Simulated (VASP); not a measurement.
Method: PBE GGA + U (Dudarev), VASP's PBE PAW potentials (set 64) (plane waves; VASP).

Input for VASP

KPOINTS:
```
kpoints
0
G
  13 13 13
0 0 0
```

**INCAR**
```
SYSTEM = TiC
PREC = Accurate
ENCUT = 520
EDIFF = 1E-6
NELM = 100
ALGO = Normal
LREAL = .FALSE.
LASPH = .TRUE.
ISMEAR = 1
SIGMA = 0.1
GGA = PE
LMAXMIX = 4
LWAVE = .FALSE.
LCHARG = .FALSE.
ISIF = 2
LDAU = .TRUE.
LDAUTYPE = 2
LDAUL = 2 -1
LDAUU = 3.0 0
LDAUJ = 0 0
LDAUPRINT = 1
LORBIT = 10
```

File POSCAR:
```
TiC
1
    0.0000000000     2.2083000000     2.2083000000
    2.2083000000     0.0000000000     2.2083000000
    2.2083000000     2.2083000000     0.0000000000
Ti C
1 1
Direct
  0.0000000000   0.0000000000   0.0000000000
  0.5000000000   0.5000000000   0.5000000000
```

POTCAR, in this order: Ti_sv C (PBE.64 set). Program: vasp_std.

The run wrote:

### OSZICAR
```
       N       E                     dE             d eps       ncg     rms          rms(c)
DAV:   1     0.122333306294E+03    0.12233E+03   -0.85174E+03  2016   0.158E+03
DAV:   2    -0.125435509008E+02   -0.13488E+03   -0.12871E+03  2088   0.386E+02
DAV:   3    -0.225762649757E+02   -0.10033E+02   -0.97033E+01  2712   0.100E+02
DAV:   4    -0.230046758638E+02   -0.42841E+00   -0.42768E+00  2532   0.199E+01
DAV:   5    -0.230227572240E+02   -0.18081E-01   -0.18080E-01  2780   0.378E+00    0.177E+01
DAV:   6    -0.169786224862E+02    0.60441E+01   -0.36123E+01  2484   0.718E+01    0.683E+00
DAV:   7    -0.165030633139E+02    0.47556E+00   -0.44328E+00  2616   0.264E+01    0.408E+00
DAV:   8    -0.164702461032E+02    0.32817E-01   -0.11814E-01  2224   0.435E+00    0.280E+00
DAV:   9    -0.164813829990E+02   -0.11137E-01   -0.30593E-01  2288   0.670E+00    0.111E+00
DAV:  10    -0.164751857677E+02    0.61972E-02   -0.24290E-02  2740   0.232E+00    0.790E-01
DAV:  11    -0.164705690085E+02    0.46168E-02   -0.13323E-02  2224   0.170E+00    0.173E-01
DAV:  12    -0.164705236885E+02    0.45320E-04   -0.95830E-04  2832   0.321E-01    0.575E-02
DAV:  13    -0.164705020929E+02    0.21596E-04   -0.87736E-05  2624   0.108E-01    0.172E-02
DAV:  14    -0.164705008370E+02    0.12559E-05   -0.48381E-06  2220   0.215E-02    0.318E-03
DAV:  15    -0.164705008804E+02   -0.43357E-07   -0.34158E-07  1108   0.657E-03
   1 F= -.16470501E+02 E0= -.16470401E+02  d E =-.298677E-03
```

File OUTCAR:
```
------------------------ aborting loop because EDIFF is reached ----------------------------------------
  FORCE on cell =-STRESS in cart. coord.  units (eV):
  Direction    XX          YY          ZZ          XY          YZ          ZX
  --------------------------------------------------------------------------------------
  Total       -0.7369435     -0.7369435     -0.7369435      0.0000000      0.0000000     -0.0000000
  in kB      -54.8201935    -54.8201935    -54.8201935      0.0000000      0.0000000     -0.0000000
  external PRESSURE =     -54.8201935 kB  Pullay stress =       0.0000000 kB
  volume of cell :       21.54
      direct lattice vectors                 reciprocal lattice vectors
     0.000000000  2.208300000  2.208300000    -0.226418512  0.226418512  0.226418512
     2.208300000  0.000000000  2.208300000     0.226418512 -0.226418512  0.226418512
     2.208300000  2.208300000  0.000000000     0.226418512  0.226418512 -0.226418512
 POSITION                                       TOTAL-FORCE (eV/Angst)
 -----------------------------------------------------------------------------------
      0.00000      0.00000      0.00000        -0.000000      0.000000     -0.000000
      2.20830      2.20830      2.20830         0.000000     -0.000000      0.000000
 -----------------------------------------------------------------------------------
    total drift:                                0.000000     -0.000000     -0.000000
  FREE ENERGIE OF THE ION-ELECTRON SYSTEM (eV)
  ---------------------------------------------------
  free  energy   TOTEN  =       -16.4705008804 eV

  energy  without entropy=      -16.4702022032  energy(sigma->0) =      -16.47040132

 total charge

# of ion       s       p       d       tot
------------------------------------------
    1        2.197   6.235   1.777  10.209
    2        0.884   1.500   0.000   2.384
--------------------------------------------------
tot          3.080   7.735   1.777  12.593
```
(Selected blocks of OUTCAR.)

The compound is TiC in the rock salt structure. The cell was not relaxed at this level. The run is one of a series of settings (LDAU = .TRUE., LDAUJ = 0 0, LDAUL = 2 -1, LDAUTYPE = 2, LDAUU = 3.0 0 against the base run), some of them coarse on purpose.
